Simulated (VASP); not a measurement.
A run of VASP 6.6.1:

Contents of INCAR:

```
ALGO     = Normal         # electronic algorithm
EDIFF    = 1E-6           # SCF threshold, eV
ENCUT    = 520            # plane-wave cutoff, eV
ISIF     = 2              # what is computed and relaxed
ISMEAR   = 0              # smearing method
ISPIN    = 2              # spin polarisation
LASPH    = True           # aspherical terms in the spheres
LCHARG   = True           # write CHGCAR
LELF     = True           # ELF
LORBIT   = 11             # projections on sites
LREAL    = Auto         
LVHAR    = True         
LWAVE    = False          # write WAVECAR
MAGMOM   = 0 0 0 0 0 0 0 0 0 0 0 0 0 0 0 0 0 0 1 0 # initial moments
NBANDS   = 60             # bands
NELM     = 150            # most SCF steps
PREC     = Accurate       # precision mode
SIGMA    = 0.05           # smearing width, eV
```

KPOINTS

```
k-points
0
Gamma
  2 2 1
```

The input POSCAR:

```
HC18S
1.0
    7.3980000000      0.0000000000      0.0000000000
   -3.6990000000      6.4068560000      0.0000000000
    0.0000000000      0.0000000000     11.0000000000
C S H
18 1 1
Direct
    0.0105544311      0.0038366182      0.0851382562
    0.2327445689      0.1148567552      0.0847295818
    0.0093870972      0.3366133086      0.0860786020
    0.2325788828      0.4482264831      0.0936057727
    0.0105433994      0.6706102171      0.0851337418
    0.2327661569      0.7819013798      0.0847700068
    0.3437769978      0.0038211177      0.0840204327
    0.5659377810      0.1149388990      0.0843743257
    0.3441032457      0.3365862593      0.0872709880
    0.5659882925      0.4481437275      0.0850487882
    0.3441506589      0.6714634075      0.0874805535
    0.5659935429      0.7818285015      0.0850803944
    0.6769526320      0.0039187380      0.0841817988
    0.8994542984      0.1153279154      0.0847869246
    0.6769780972      0.3369571917      0.0842031609
    0.8994378513      0.4480873148      0.0848219345
    0.6770908358      0.6704803630      0.0855890648
    0.8994131589      0.7816621898      0.0851898168
    0.2406688367      0.4556158406      0.3330642902
    0.4515366349      0.5577357724      0.3217953657
```

Potentials or basis: VASP PAW LDA potentials, release 64 (C, S, H).

Command:

```bash
$ cat potpaw_LDA.64/C/POTCAR potpaw_LDA.64/S/POTCAR potpaw_LDA.64/H/POTCAR > POTCAR
$ mpirun -np 1 vasp_std > vasp.out
```

Hardware: 1 thread of Intel(R) Xeon(R) Platinum 8259CL CPU @ 2.50GHz (Skylake/Cascade Lake), with other jobs on the host.

Task: How long does it take, and how much memory?

Result: It took 8.3 min on 1 thread of Intel(R) Xeon(R) Platinum 8259CL CPU @ 2.50GHz (Skylake/Cascade Lake), with other jobs on the host, peak memory 0.55 GiB. Counts: scf iterations 27, k points 4.
